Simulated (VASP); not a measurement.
These are PBE GGA, VASP's PBE PAW potentials (set 64) (plane waves; VASP) values and carry that method's errors.

VASP input:

### POSCAR
```
NaCl
1
    0.0000000000     2.8200000000     2.8200000000
    2.8200000000     0.0000000000     2.8200000000
    2.8200000000     2.8200000000     0.0000000000
Na Cl
1 1
Direct
  0.0000000000   0.0000000000   0.0000000000
  0.5000000000   0.5000000000   0.5000000000
```

### KPOINTS
```
Regular mesh
0
gamma
  7 7 7
0 0 0
```

INCAR:
```
ALGO=Normal
EDIFF=1E-6
ENCUT=400
GGA=PE
ISIF=2
ISMEAR=0
LASPH=T
LCHARG=F
LREAL=F
LWAVE=F
NELM=100
PREC=Accurate
SIGMA=0.05
SYSTEM=NaCl
```

POTCAR, in this order: Na_pv Cl (PBE.64 set). Program: vasp_std.

The resulting files:

OUTCAR:
```
 ion  position               nearest neighbor table
   1  0.000  0.000  0.000-
   2  0.500  0.500  0.500-
  LATTYP: Found a face centered cubic cell.
 ALAT       =     5.6400000000
 Subroutine PRICEL returns:
 Original cell was already a primitive cell.
 Subroutine GETGRP returns: Found 48 space group operations
The static configuration has the point symmetry O_h .
The dynamic configuration has the point symmetry O_h .
 Subroutine INISYM returns: Found 48 space group operations
 Subroutine IBZKPT returns following result:
 Found     20 irreducible k-points:

 Following reciprocal coordinates:
            Coordinates               Weight
  0.000000  0.000000  0.000000      1.000000
  0.142857  0.000000  0.000000      8.000000
  0.285714  0.000000  0.000000      8.000000
  0.428571  0.000000  0.000000      8.000000
  0.142857  0.142857  0.000000      6.000000
  0.285714  0.142857  0.000000     24.000000
  0.428571  0.142857  0.000000     24.000000
 -0.428571  0.142857  0.000000     24.000000
 -0.285714  0.142857  0.000000     24.000000
...
```

### OSZICAR
```
       N       E                     dE             d eps       ncg     rms          rms(c)
DAV:   1     0.908456835517E+02    0.90846E+02   -0.65953E+03   440   0.108E+03
DAV:   2     0.123169577004E+01   -0.89614E+02   -0.83327E+02   478   0.262E+02
DAV:   3    -0.680020757062E+01   -0.80319E+01   -0.79840E+01   530   0.813E+01
DAV:   4    -0.696892699209E+01   -0.16872E+00   -0.16859E+00   491   0.130E+01
DAV:   5    -0.697293487704E+01   -0.40079E-02   -0.40075E-02   595   0.195E+00    0.212E+00
DAV:   6    -0.678078389758E+01    0.19215E+00   -0.38738E-01   500   0.416E+00    0.160E+00
DAV:   7    -0.676896119839E+01    0.11823E-01   -0.90950E-02   550   0.202E+00    0.108E+00
DAV:   8    -0.677456471232E+01   -0.56035E-02   -0.96469E-03   461   0.104E+00    0.247E-01
DAV:   9    -0.677451015984E+01    0.54552E-04   -0.19212E-04   548   0.134E-01    0.133E-01
DAV:  10    -0.677466427351E+01   -0.15411E-03   -0.31076E-04   464   0.158E-01    0.472E-02
DAV:  11    -0.677465678959E+01    0.74839E-05   -0.17999E-05   509   0.431E-02    0.836E-03
DAV:  12    -0.677465694763E+01   -0.15805E-06   -0.12468E-06   470   0.124E-02
   1 F= -.67746569E+01 E0= -.67746569E+01  d E =-.696847E-15
```

OUTCAR:
```
------------------------ aborting loop because EDIFF is reached ----------------------------------------
  FORCE on cell =-STRESS in cart. coord.  units (eV):
  Direction    XX          YY          ZZ          XY          YZ          ZX
  --------------------------------------------------------------------------------------
  Total        0.1581887      0.1581887      0.1581887      0.0000000      0.0000000     -0.0000000
  in kB        5.6507843      5.6507843      5.6507843      0.0000000      0.0000000     -0.0000000
  external PRESSURE =       5.6507843 kB  Pullay stress =       0.0000000 kB
  volume of cell :       44.85
      direct lattice vectors                 reciprocal lattice vectors
     0.000000000  2.820000000  2.820000000    -0.177304965  0.177304965  0.177304965
     2.820000000  0.000000000  2.820000000     0.177304965 -0.177304965  0.177304965
     2.820000000  2.820000000  0.000000000     0.177304965  0.177304965 -0.177304965
  FREE ENERGIE OF THE ION-ELECTRON SYSTEM (eV)
  ---------------------------------------------------
  free  energy   TOTEN  =        -6.7746569476 eV

  energy  without entropy=       -6.7746569476  energy(sigma->0) =       -6.77465695
```
(Selected blocks of OUTCAR.)

The compound is NaCl in the rock salt structure. The cell was not relaxed at this level.
